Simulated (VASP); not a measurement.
Computed with PBE GGA, VASP's PBE PAW potentials (set 64) (plane waves; VASP).

The input files of a VASP run:

**POSCAR**
```
Pr
1
    3.7237230000     0.0000000000     0.0000000000
   -1.8618620000     3.2248390000     0.0000000000
    0.0000000000     0.0000000000     6.0458130000
Pr
2
Direct
  0.3333330000   0.6666670000   0.2500000000
  0.6666670000   0.3333330000   0.7500000000
```

### KPOINTS
```
Regular mesh
0
Gamma
7 7 4
0 0 0
```

### INCAR
```
ISMEAR  =  1   # Methfessel-Paxton
ALGO  =  Normal   # blocked Davidson
ENCUT  =  300
LREAL  =  F   # projection in real space or not
GGA  =  PE   # PBE
LORBIT  =  11   # lm-projected
LWAVE  =  F
LMAXMIX  =  6   # l cut-off of mixed one-centre charges
EDIFF  =  1E-6   # SCF stop (eV)
NELM  =  100   # most electronic steps
PREC  =  Accurate
ISIF  =  2   # forces and stress, cell fixed
LASPH  =  T   # aspherical one-centre terms
SYSTEM  =  Pr
SIGMA  =  0.2   # width (eV)
LCHARG  =  F
MAGMOM  =  2.0 2.0
ISPIN  =  2   # spin-polarised
```

POTCAR, in this order: Pr (PBE.64 set). Program: vasp_std.

What VASP printed:

### OSZICAR
```
...
DAV:  12    -0.105153486668E+02    0.94176E+00   -0.34784E+00  2874   0.123E+01    0.454E+00
DAV:  13    -0.106233957655E+02   -0.10805E+00   -0.94370E-01  3648   0.573E+00    0.389E+00
DAV:  14    -0.106597773685E+02   -0.36382E-01   -0.34954E-01  2887   0.237E+00    0.415E+00
DAV:  15    -0.106701479883E+02   -0.10371E-01   -0.24220E-01  3648   0.194E+00    0.527E+00
DAV:  16    -0.106980459180E+02   -0.27898E-01   -0.17574E-01  3105   0.233E+00    0.737E+00
DAV:  17    -0.106262419609E+02    0.71804E-01   -0.36323E-01  3071   0.396E+00    0.412E+00
DAV:  18    -0.106458879224E+02   -0.19646E-01   -0.98816E-02  3508   0.130E+00    0.486E+00
DAV:  19    -0.106543184704E+02   -0.84305E-02   -0.69740E-02  3372   0.105E+00    0.476E+00
DAV:  20    -0.106695899988E+02   -0.15272E-01   -0.41221E-02  3632   0.637E-01    0.522E+00
DAV:  21    -0.106720180075E+02   -0.24280E-02   -0.27726E-02  3394   0.530E-01    0.489E+00
DAV:  22    -0.106741012686E+02   -0.20833E-02   -0.29910E-02  3272   0.757E-01    0.488E+00
DAV:  23    -0.106812486041E+02   -0.71473E-02   -0.30559E-02  3312   0.102E+00    0.473E+00
DAV:  24    -0.106899377368E+02   -0.86891E-02   -0.17705E-02  3432   0.621E-01    0.435E+00
DAV:  25    -0.106939314145E+02   -0.39937E-02   -0.11663E-02  3352   0.312E-01    0.389E+00
DAV:  26    -0.106976309574E+02   -0.36995E-02   -0.10673E-02  3264   0.310E-01    0.367E+00
DAV:  27    -0.107017534252E+02   -0.41225E-02   -0.11821E-02  3024   0.332E-01    0.347E+00
DAV:  28    -0.107017739365E+02   -0.20511E-04   -0.83297E-03  3501   0.239E-01    0.350E+00
DAV:  29    -0.107027740775E+02   -0.10001E-02   -0.70064E-03  3120   0.237E-01    0.332E+00
DAV:  30    -0.107016786430E+02    0.10954E-02   -0.52050E-03  3388   0.164E-01    0.332E+00
DAV:  31    -0.107003653446E+02    0.13133E-02   -0.45391E-03  3072   0.148E-01    0.308E+00
DAV:  32    -0.106862814008E+02    0.14084E-01   -0.11119E-02  3250   0.603E-01    0.213E+00
DAV:  33    -0.106642804095E+02    0.22001E-01   -0.55100E-02  2880   0.114E+00    0.123E+00
DAV:  34    -0.106876677731E+02   -0.23387E-01   -0.25174E-02  3434   0.720E-01    0.932E-01
DAV:  35    -0.107025053580E+02   -0.14838E-01   -0.14928E-02  3397   0.925E-01    0.103E+00
DAV:  36    -0.107049723483E+02   -0.24670E-02   -0.11199E-02  3112   0.467E-01    0.824E-01
DAV:  37    -0.107060970586E+02   -0.11247E-02   -0.40617E-03  3192   0.288E-01    0.614E-01
DAV:  38    -0.106984772345E+02    0.76198E-02   -0.63521E-03  3373   0.548E-01    0.437E-01
DAV:  39    -0.106984206458E+02    0.56589E-04   -0.67955E-03  3208   0.300E-01    0.301E-01
DAV:  40    -0.106989249607E+02   -0.50431E-03   -0.87161E-03  3290   0.341E-01    0.240E-01
DAV:  41    -0.107022644706E+02   -0.33395E-02   -0.54564E-03  3312   0.239E-01    0.153E-01
DAV:  42    -0.107035718211E+02   -0.13074E-02   -0.37138E-03  3320   0.173E-01    0.942E-02
DAV:  43    -0.107040031999E+02   -0.43138E-03   -0.26839E-03  3320   0.114E-01    0.713E-02
DAV:  44    -0.107042579621E+02   -0.25476E-03   -0.20478E-03  3048   0.111E-01    0.696E-02
DAV:  45    -0.107044497921E+02   -0.19183E-03   -0.16055E-03  2912   0.655E-02    0.536E-02
DAV:  46    -0.107045655765E+02   -0.11578E-03   -0.14431E-03  2541   0.585E-02    0.447E-02
DAV:  47    -0.107046939978E+02   -0.12842E-03   -0.12838E-03  2544   0.564E-02    0.345E-02
DAV:  48    -0.107047927476E+02   -0.98750E-04   -0.12958E-03  2842   0.710E-02    0.362E-02
DAV:  49    -0.107049116976E+02   -0.11895E-03   -0.11602E-03  2557   0.540E-02    0.258E-02
DAV:  50    -0.107050063970E+02   -0.94699E-04   -0.10670E-03  2528   0.465E-02    0.179E-02
DAV:  51    -0.107050672415E+02   -0.60845E-04   -0.94322E-04  2474   0.503E-02    0.207E-02
DAV:  52    -0.107051322690E+02   -0.65028E-04   -0.84594E-04  2272   0.423E-02    0.150E-02
DAV:  53    -0.107051968958E+02   -0.64627E-04   -0.76693E-04  2229   0.379E-02    0.182E-02
DAV:  54    -0.107052969947E+02   -0.10010E-03   -0.73350E-04  2184   0.387E-02    0.213E-02
DAV:  55    -0.107053288919E+02   -0.31897E-04   -0.67682E-04  1997   0.317E-02    0.251E-02
DAV:  56    -0.107054128921E+02   -0.84000E-04   -0.65577E-04  2103   0.362E-02    0.260E-02
DAV:  57    -0.107054610943E+02   -0.48202E-04   -0.62574E-04  2176   0.276E-02    0.296E-02
DAV:  58    -0.107055715026E+02   -0.11041E-03   -0.77786E-04  2472   0.404E-02    0.400E-02
DAV:  59    -0.107055846212E+02   -0.13119E-04   -0.83507E-04  2330   0.407E-02    0.422E-02
DAV:  60    -0.107056062813E+02   -0.21660E-04   -0.58098E-04  1949   0.275E-02    0.464E-02
DAV:  61    -0.107056957032E+02   -0.89422E-04   -0.59520E-04  2151   0.348E-02    0.514E-02
DAV:  62    -0.107057271893E+02   -0.31486E-04   -0.63729E-04  2351   0.264E-02    0.565E-02
DAV:  63    -0.107057655380E+02   -0.38349E-04   -0.68448E-04  2087   0.281E-02    0.619E-02
DAV:  64    -0.107058132558E+02   -0.47718E-04   -0.50299E-04  1943   0.266E-02    0.654E-02
DAV:  65    -0.107058534781E+02   -0.40222E-04   -0.63301E-04  2271   0.268E-02    0.712E-02
DAV:  66    -0.107058775794E+02   -0.24101E-04   -0.45279E-04  2135   0.257E-02    0.750E-02
DAV:  67    -0.107058952076E+02   -0.17628E-04   -0.50900E-04  1960   0.257E-02    0.790E-02
DAV:  68    -0.107059133234E+02   -0.18116E-04   -0.43719E-04  1863   0.220E-02    0.824E-02
DAV:  69    -0.107059066079E+02    0.67155E-05   -0.33256E-04  1788   0.237E-02    0.846E-02
DAV:  70    -0.107059344012E+02   -0.27793E-04   -0.30365E-04  1694   0.194E-02    0.871E-02
DAV:  71    -0.107060746687E+02   -0.14027E-03   -0.31740E-04  2487   0.348E-02    0.904E-02
DAV:  72    -0.107060367050E+02    0.37964E-04   -0.27331E-04  2415   0.285E-02    0.946E-02
DAV:  73    -0.107060427191E+02   -0.60141E-05   -0.25532E-04  2175   0.248E-02    0.978E-02
DAV:  74    -0.107060264900E+02    0.16229E-04   -0.23620E-04  2119   0.236E-02    0.101E-01
DAV:  75    -0.107059985520E+02    0.27938E-04   -0.21614E-04  1807   0.212E-02    0.103E-01
DAV:  76    -0.107061036232E+02   -0.10507E-03   -0.22758E-04  2391   0.290E-02    0.104E-01
DAV:  77    -0.107061430853E+02   -0.39462E-04   -0.22282E-04  2439   0.308E-02    0.107E-01
DAV:  78    -0.107062245843E+02   -0.81499E-04   -0.23136E-04  2472   0.392E-02    0.111E-01
DAV:  79    -0.107061532199E+02    0.71364E-04   -0.20744E-04  2442   0.348E-02    0.115E-01
DAV:  80    -0.107061206974E+02    0.32523E-04   -0.18802E-04  2287   0.246E-02    0.118E-01
DAV:  81    -0.107060534559E+02    0.67241E-04   -0.17533E-04  2151   0.278E-02    0.121E-01
DAV:  82    -0.107060235522E+02    0.29904E-04   -0.15731E-04  1662   0.194E-02    0.122E-01
DAV:  83    -0.107060579844E+02   -0.34432E-04   -0.14856E-04  1574   0.188E-02    0.123E-01
DAV:  84    -0.107060658345E+02   -0.78501E-05   -0.13916E-04  1544   0.125E-02    0.124E-01
DAV:  85    -0.107060310117E+02    0.34823E-04   -0.13161E-04  1486   0.171E-02    0.125E-01
DAV:  86    -0.107063315730E+02   -0.30056E-03   -0.21998E-04  2487   0.457E-02    0.129E-01
DAV:  87    -0.107062119237E+02    0.11965E-03   -0.16449E-04  2432   0.366E-02    0.133E-01
DAV:  88    -0.107061757297E+02    0.36194E-04   -0.14378E-04  2190   0.186E-02    0.136E-01
DAV:  89    -0.107060737801E+02    0.10195E-03   -0.13258E-04  1920   0.262E-02    0.138E-01
DAV:  90    -0.107060781706E+02   -0.43905E-05   -0.11808E-04  1498   0.127E-02    0.138E-01
DAV:  91    -0.107061580028E+02   -0.79832E-04   -0.11447E-04  1479   0.192E-02    0.138E-01
DAV:  92    -0.107059189010E+02    0.23910E-03   -0.11503E-04  2419   0.320E-02    0.140E-01
DAV:  93    -0.107059834915E+02   -0.64591E-04   -0.97537E-05  1790   0.203E-02    0.137E-01
DAV:  94    -0.107057756928E+02    0.20780E-03   -0.13034E-04  2566   0.356E-02    0.136E-01
DAV:  95    -0.107058224960E+02   -0.46803E-04   -0.10141E-04  2463   0.326E-02    0.132E-01
DAV:  96    -0.107052023807E+02    0.62012E-03   -0.39521E-04  3328   0.990E-02    0.132E-01
DAV:  97    -0.107056612219E+02   -0.45884E-03   -0.15605E-04  2453   0.475E-02    0.115E-01
DAV:  98    -0.107057411696E+02   -0.79948E-04   -0.14968E-04  2487   0.388E-02    0.108E-01
DAV:  99    -0.107059332130E+02   -0.19204E-03   -0.95747E-05  2568   0.365E-02    0.101E-01
DAV: 100    -0.107059555532E+02   -0.22340E-04   -0.81714E-05  2433   0.250E-02
   1 F= -.10705956E+02 E0= -.10682891E+02  d E =-.691948E-01  mag=     5.7795
```

**OUTCAR**
```
------------------------ aborting loop EDIFF was not reached (unconverged)  ----------------------------
  FORCE on cell =-STRESS in cart. coord.  units (eV):
  Direction    XX          YY          ZZ          XY          YZ          ZX
  --------------------------------------------------------------------------------------
  Total       -1.5459189     -1.5459192     -1.5226899      0.0000002     -0.0000000     -0.0000000
  in kB      -34.1159274    -34.1159334    -33.6033009      0.0000053     -0.0000000     -0.0000000
  external PRESSURE =     -33.9450539 kB  Pullay stress =       0.0000000 kB
  volume of cell :       72.60
      direct lattice vectors                 reciprocal lattice vectors
     3.723723000  0.000000000  0.000000000     0.268548439  0.155046542  0.000000000
    -1.861862000  3.224839000  0.000000000     0.000000000  0.310093000  0.000000000
     0.000000000  0.000000000  6.045813000     0.000000000  0.000000000  0.165403727
 POSITION                                       TOTAL-FORCE (eV/Angst)
 -----------------------------------------------------------------------------------
     -0.00000      2.14989      1.51145         0.000000     -0.000000      0.000000
      1.86186      1.07495      4.53436        -0.000000      0.000000      0.000000
 -----------------------------------------------------------------------------------
    total drift:                               -0.001052      0.000430     -0.000010
  FREE ENERGIE OF THE ION-ELECTRON SYSTEM (eV)
  ---------------------------------------------------
  free  energy   TOTEN  =       -10.7059555532 eV

  energy  without entropy=      -10.6367607995  energy(sigma->0) =      -10.68289064

 total charge

# of ion       s       p       d       f       tot
--------------------------------------------------
    1        1.984   5.302   0.547   2.176  10.009
    2        1.984   5.302   0.547   2.176  10.009
--------------------------------------------------
tot          3.967  10.604   1.094   4.352  20.018

 magnetization (x)

# of ion       s       p       d       f       tot
--------------------------------------------------
    1       -0.010  -0.026   0.164   2.136   2.265
    2       -0.010  -0.026   0.164   2.136   2.265
--------------------------------------------------
tot         -0.020  -0.051   0.328   4.273   4.530
```
(Selected blocks of OUTCAR.)

**stdout**
```
...
 -----------------------------------------------------------------------------
|                                                                             |
|           W    W    AA    RRRRR   N    N  II  N    N   GGGG   !!!           |
|           W    W   A  A   R    R  NN   N  II  NN   N  G    G  !!!           |
|           W    W  A    A  R    R  N N  N  II  N N  N  G       !!!           |
|           W WW W  AAAAAA  RRRRR   N  N N  II  N  N N  G  GGG   !            |
|           WW  WW  A    A  R   R   N   NN  II  N   NN  G    G                |
|           W    W  A    A  R    R  N    N  II  N    N   GGGG   !!!           |
|                                                                             |
|     The electronic self-consistency was not achieved in the given           |
|     number of steps (NELM). The forces and other quantities evaluated       |
|     might not be reliable so examine the results carefully. If you find     |
|     spurious results, we suggest increasing NELM, if you were close to      |
|     convergence or switching to a different ALGO or adjusting the           |
|     density mixing parameters otherwise.                                    |
|                                                                             |
 -----------------------------------------------------------------------------

 -----------------------------------------------------------------------------
|                                                                             |
|           W    W    AA    RRRRR   N    N  II  N    N   GGGG   !!!           |
|           W    W   A  A   R    R  NN   N  II  NN   N  G    G  !!!           |
|           W    W  A    A  R    R  N N  N  II  N N  N  G       !!!           |
|           W WW W  AAAAAA  RRRRR   N  N N  II  N  N N  G  GGG   !            |
|           WW  WW  A    A  R   R   N   NN  II  N   NN  G    G                |
|           W    W  A    A  R    R  N    N  II  N    N   GGGG   !!!           |
|                                                                             |
|     Your highest band is occupied at some k-points! Unless you are          |
|     performing a calculation for an insulator or semiconductor, without     |
|     unoccupied bands, you have included TOO FEW BANDS!! Please increase     |
|     the parameter NBANDS in file INCAR to ensure that the highest band      |
|     is unoccupied at all k-points. It is always recommended to include      |
|     a few unoccupied bands to accelerate the convergence of                 |
|     molecular-dynamics runs (even for insulators or semiconductors),        |
|     since the presence of unoccupied bands improves wavefunction            |
|     prediction and helps to suppress 'band-crossings'.                      |
|                                                                             |
 -----------------------------------------------------------------------------

   1 F= -.10705956E+02 E0= -.10682891E+02  d E =-.691948E-01  mag=     5.7795
```

Convergence was not reached.

At this cut-off the stress carries a Pulay error, which pulls relaxed volumes low.

The structure was generated: Pr was put into an ordered model structure, which need not be its known phase. The cell was not relaxed at this level. VASP warned that the highest band is occupied, so more bands are needed.
